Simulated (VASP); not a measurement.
An input for Quantum ESPRESSO's pw.x (written as the equivalent of a VASP run, and not itself run):

```
&CONTROL
  calculation = 'scf'
  pseudo_dir = './pseudo'
  outdir = './out'
  tprnfor = .true.
  tstress = .true.
/
&SYSTEM
  ibrav = 0
  nat = 4
  ntyp = 3
  ecutwfc = 98
  occupations = 'smearing'
  smearing = 'gaussian'
  degauss = 0.003675
  input_dft = 'pbe'
  nspin = 2
  starting_magnetization(1) = 0.2
  starting_magnetization(2) = -0.2
  tot_magnetization = 1
/
&ELECTRONS
  conv_thr = 7.3e-08
  electron_maxstep = 100
/
ATOMIC_SPECIES
  Ni1 58.693 Ni.upf
  Ni2 58.693 Ni.upf
  O 15.999 O.upf
CELL_PARAMETERS angstrom
     4.1800000    2.0900000    2.0900000
     2.0900000    4.1800000    2.0900000
     2.0900000    2.0900000    4.1800000
ATOMIC_POSITIONS crystal
  Ni1  0.0000000  0.0000000  0.0000000
  Ni2  0.5000000  0.5000000  0.5000000
  O    0.2500000  0.2500000  0.2500000
  O    0.7500000  0.7500000  0.7500000
K_POINTS automatic
  8 8 8 0 0 0
```

Q: Translate this input to VASP (INCAR, KPOINTS, POSCAR, choice of POTCAR).

A: One answer among several that fit: 
**POSCAR**
```
NiO
1.0
  4.1800000000   2.0900000000   2.0900000000
  2.0900000000   4.1800000000   2.0900000000
  2.0900000000   2.0900000000   4.1800000000
Ni O
2 2
direct
  0.0000000000   0.0000000000   0.0000000000
  0.5000000000   0.5000000000   0.5000000000
  0.2500000000   0.2500000000   0.2500000000
  0.7500000000   0.7500000000   0.7500000000
```

KPOINTS:
```
kpoints
0
G
8 8 8
```

### INCAR
```
SYSTEM = NiO
PREC = Accurate
ENCUT = 520
EDIFF = 1E-6
NELM = 100
ALGO = Normal
LREAL = .FALSE.
LASPH = .TRUE.
ISMEAR = 0
SIGMA = 0.05
GGA = PE
LMAXMIX = 4
ISPIN = 2
MAGMOM = 2.0 -2.0 0.0 0.0
LORBIT = 10
LWAVE = .FALSE.
LCHARG = .FALSE.
ISIF = 2
NUPDOWN = 1
```

POTCAR, in this order: Ni O (PBE.64 set). Program: vasp_std.

Limits of the translation: the potentials are each code's own (VASP's PAW set, PseudoDojo norm-conserving files in pw.x), so ENCUT and ecutwfc are chosen apart and not converted; conv_thr bounds pw.x's estimated SCF error, while EDIFF bounds the energy change between steps; starting_magnetization is a fraction of the valence charge and MAGMOM a moment in μB, so they match only roughly.

The compound is NiO in the rock salt, AFM-II order structure. The cell was not relaxed at this level. The run is one of a series of settings (NUPDOWN = 1 against the base run), some of them coarse on purpose.
